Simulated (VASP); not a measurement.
Here is the system:

```yaml
crystal:
  lattice:
    - [3.20851, 0.00000, 0.00000]
    - [0.00000, 3.20851, 0.00000]
    - [0.00000, 0.00000, 3.20851]
  atoms:
    - { symbol: Ag, position: [0.00000, 0.00000, 0.00000] }
    - { symbol: As, position: [0.50000, 0.50000, 0.50000] }
```

Method: PBE GGA, VASP's PBE PAW potentials (set 64) (plane waves; VASP 6.6.1). Numerical set-up: 300 eV cut-off, 5×5×5 Γ-centred mesh, Gaussian smearing of 0.14 eV, potentials Ag As.

At this cut-off the stress carries a Pulay error, which pulls relaxed volumes low.

Estimate the energy per atom (σ→0), pressure, band gap (on the k-mesh) with the smallest direct gap where there is one.

The band gap (on the k-mesh) is none (metal, semimetal or under 0.01 eV), the energy per atom (σ→0) is -3.348 eV/atom and the pressure is 16.96 GPa.

The absolute energy has meaning only against runs of the same code, potentials and settings.

The structure was generated: AgAs was put into an ordered model structure, which need not be its known phase. The cell was not relaxed at this level. The k-mesh is coarse (spacing up to 0.39 per Å, 2π included), so the numbers may not be converged in it.
